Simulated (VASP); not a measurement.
Y:

```
Y
1.0
     3.64740    0.00000    0.00000
    -1.82370    3.15874    0.00000
     0.00000    0.00000    5.73060
Y
2
Direct
  0.33333 0.66667 0.25000
  0.66667 0.33333 0.75000
```

```yaml
Program: VASP 6.6.1
Task: relaxation of cell and atoms
Functional: PBE
Dispersion: D3(BJ)
Potentials_or_basis: VASP PAW PBE potentials, release 64 (Y_sv)
Cutoff: 600 eV
k_mesh: 12 × 12 × 7
Occupations: methfessel-paxton, width 0.1 eV
Spin: no spin polarisation
```

At the start: pressure -1.9 GPa; volume 33.01 Å³/atom.

How do energy, volume and symmetry change on relaxing?

Over 7 steps the energy falls by 9.8 meV/atom and the volume is 31.49 Å³/atom (-4.6 %); space group P6_3/mmc (No. 194, to 0.05 Å).

The path:
| step | energy change (eV) | largest force (eV/Å) | pressure (GPa) | volume (Å³) |
| --- | --- | --- | --- | --- |
| 1 | 0.0000 | 0.0000 | -1.89 | 66.02 |
| 2 | -0.0188 | 0.0000 | 0.36 | 62.37 |
| 3 | -0.0195 | 0.0000 | 0.02 | 62.89 |
| 4 | -0.0195 | 0.0000 | -0.03 | 62.95 |
| 5 | -0.0195 | 0.0000 | -0.02 | 62.97 |
| 6 | -0.0195 | 0.0000 | -0.04 | 63.01 |
| 7 | -0.0195 | 0.0000 | -0.03 | 62.99 |

Final structure:
```yaml
crystal:
  lattice:
    - [3.60221, 0.00000, 0.00000]
    - [-1.80110, 3.11960, 0.00000]
    - [0.00000, 0.00000, 5.60524]
  atoms:
    - { symbol: Y, position: [0.33333, 0.66667, 0.25000] }
    - { symbol: Y, position: [0.66667, 0.33333, 0.75000] }
```

Caveat: pairwise dispersion overbinds metals, which lowers pressure and volume.
